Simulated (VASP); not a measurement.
All values below come from PBE GGA, VASP's PBE PAW potentials (set 64) (plane waves; VASP).

VASP ran on this input.

KPOINTS:
```
K-points
0
Gamma
 3 3 3
0 0 0
```

INCAR:
```
SYSTEM = Y2Au
PREC = Accurate
ENCUT = 300
EDIFF = 1E-6
NELM = 100
ALGO = Normal
LREAL = .FALSE.
LASPH = .TRUE.
ISMEAR = 0
SIGMA = 0.1
GGA = PE
LMAXMIX = 6
LWAVE = .FALSE.
LCHARG = .FALSE.
ISIF = 2
```

**POSCAR**
```
Y2Au
1
    0.0000000000     4.7824200000     4.7824200000
    4.7824200000     0.0000000000     4.7824200000
    4.7824200000     4.7824200000     0.0000000000
Y Au
4 2
Direct
  0.1250000000   0.1250000000   0.1250000000
  0.6250000000   0.1250000000   0.1250000000
  0.1250000000   0.6250000000   0.1250000000
  0.1250000000   0.1250000000   0.6250000000
  0.7500000000   0.7500000000   0.7500000000
  0.5000000000   0.5000000000   0.5000000000
```

POTCAR, in this order: Y_sv Au (PBE.64 set). Program: vasp_std.

Output of the run:

File OUTCAR:
```
 ion  position               nearest neighbor table
   1  0.125  0.125  0.125-   2 3.38   3 3.38   4 3.38   4 3.38   3 3.38   2 3.38   5 3.97   6 3.97
                             5 3.97   6 3.97   5 3.97   6 3.97
   2  0.625  0.125  0.125-   1 3.38   4 3.38   3 3.38   1 3.38   3 3.38   4 3.38   6 3.97   5 3.97
                             6 3.97   5 3.97   6 3.97   5 3.97
   3  0.125  0.625  0.125-   1 3.38   4 3.38   1 3.38   2 3.38   4 3.38   2 3.38   6 3.97   5 3.97
                             5 3.97   6 3.97   5 3.97   6 3.97
   4  0.125  0.125  0.625-   1 3.38   1 3.38   2 3.38   3 3.38   3 3.38   2 3.38   6 3.97   5 3.97
                             5 3.97   6 3.97   5 3.97   6 3.97
   5  0.750  0.750  0.750-   2 3.97   3 3.97   4 3.97   1 3.97   1 3.97   1 3.97   2 3.97   2 3.97
                             4 3.97   3 3.97   3 3.97   4 3.97
   6  0.500  0.500  0.500-   2 3.97   3 3.97   1 3.97   1 3.97   1 3.97   4 3.97   4 3.97   2 3.97
                             3 3.97   3 3.97   2 3.97   4 3.97
  LATTYP: Found a face centered cubic cell.
 ALAT       =     9.5648400000
 Subroutine PRICEL returns:
 Original cell was already a primitive cell.
 Subroutine GETGRP returns: Found 48 space group operations
The static configuration has the point symmetry T_d .
 The point group associated with its full space group is O_h .
The dynamic configuration has the point symmetry T_d .
 Subroutine INISYM returns: Found 48 space group operations
 Subroutine IBZKPT returns following result:
 Found      4 irreducible k-points:

 Following reciprocal coordinates:
            Coordinates               Weight
  0.000000  0.000000  0.000000      1.000000
  0.333333  0.000000  0.000000      8.000000
  0.333333  0.333333  0.000000      6.000000
 -0.333333  0.333333  0.000000     12.000000
   k-points           NKPTS =      4   k-points in BZ     NKDIM =      4   number of bands    NBANDS=     39
   number of dos      NEDOS =    301   number of ions     NIONS =      6
   total plane-waves  NPLWV =  64000
   dimension x,y,z NGX =    40 NGY =   40 NGZ =   40
   dimension x,y,z NGXF=    80 NGYF=   80 NGZF=   80
   ions per type =               4   2
   PREC   = accura    normal or accurate (medium, high low for compatibility)
   ISTART =      0    job   : 0-new  1-cont  2-samecut
   ICHARG =      2    charge: 1-file 2-atom 10-const
...
```

### OSZICAR
```
       N       E                     dE             d eps       ncg     rms          rms(c)
DAV:   1     0.317014263226E+03    0.31701E+03   -0.23863E+04   320   0.106E+03
DAV:   2     0.450678697065E+01   -0.31251E+03   -0.30104E+03   333   0.301E+02
DAV:   3    -0.274781700361E+02   -0.31985E+02   -0.31266E+02   504   0.568E+01
DAV:   4    -0.305064192693E+02   -0.30282E+01   -0.29801E+01   496   0.173E+01
DAV:   5    -0.306086491576E+02   -0.10223E+00   -0.10209E+00   449   0.287E+00    0.360E+01
DAV:   6    -0.292279786083E+02    0.13807E+01   -0.29905E+00   348   0.869E+00    0.215E+01
DAV:   7    -0.289370656776E+02    0.29091E+00   -0.23044E+00   403   0.554E+00    0.490E+00
DAV:   8    -0.289400448581E+02   -0.29792E-02   -0.45975E-01   426   0.268E+00    0.215E+00
DAV:   9    -0.289275270378E+02    0.12518E-01   -0.65805E-02   371   0.121E+00    0.779E-01
DAV:  10    -0.289278676339E+02   -0.34060E-03   -0.77709E-03   417   0.471E-01    0.113E-01
DAV:  11    -0.289279227592E+02   -0.55125E-04   -0.47631E-04   464   0.905E-02    0.322E-02
DAV:  12    -0.289279327172E+02   -0.99581E-05   -0.43889E-05   408   0.320E-02    0.137E-02
DAV:  13    -0.289279316314E+02    0.10859E-05   -0.25927E-06   296   0.776E-03    0.723E-03
DAV:  14    -0.289279320302E+02   -0.39883E-06   -0.76476E-07   233   0.504E-03
   1 F= -.28927932E+02 E0= -.28900851E+02  d E =-.541628E-01
```

### OUTCAR
```
------------------------ aborting loop because EDIFF is reached ----------------------------------------
  FORCE on cell =-STRESS in cart. coord.  units (eV):
  Direction    XX          YY          ZZ          XY          YZ          ZX
  --------------------------------------------------------------------------------------
  Total       -9.0960532     -9.0960532     -9.0960532      0.0000000      0.0000000      0.0000000
  in kB      -66.6178229    -66.6178229    -66.6178229      0.0000000      0.0000000      0.0000000
  external PRESSURE =     -66.6178229 kB  Pullay stress =       0.0000000 kB
  volume of cell :      218.76
      direct lattice vectors                 reciprocal lattice vectors
     0.000000000  4.782420000  4.782420000    -0.104549580  0.104549580  0.104549580
     4.782420000  0.000000000  4.782420000     0.104549580 -0.104549580  0.104549580
     4.782420000  4.782420000  0.000000000     0.104549580  0.104549580 -0.104549580
 POSITION                                       TOTAL-FORCE (eV/Angst)
 -----------------------------------------------------------------------------------
      1.19561      1.19561      1.19561         0.000000      0.000000     -0.000000
      1.19561      3.58682      3.58682         0.000000      0.000000     -0.000000
      3.58682      1.19561      3.58682         0.000000      0.000000     -0.000000
      3.58682      3.58682      1.19561         0.000000      0.000000     -0.000000
      7.17363      7.17363      7.17363        -0.000000     -0.000000     -0.000000
      4.78242      4.78242      4.78242         0.000000      0.000000      0.000000
 -----------------------------------------------------------------------------------
    total drift:                                0.000000     -0.000000      0.000000
  FREE ENERGIE OF THE ION-ELECTRON SYSTEM (eV)
  ---------------------------------------------------
  free  energy   TOTEN  =       -28.9279320302 eV

  energy  without entropy=      -28.8737692700  energy(sigma->0) =      -28.90085065
```
(Selected blocks of OUTCAR.)

At this cut-off the stress carries a Pulay error, which pulls relaxed volumes low.

The structure was generated: Y2Au was put into an ordered model structure, which need not be its known phase. The cell was not relaxed at this level. The k-mesh is coarse (spacing up to 0.38 per Å, 2π included), so the numbers may not be converged in it.
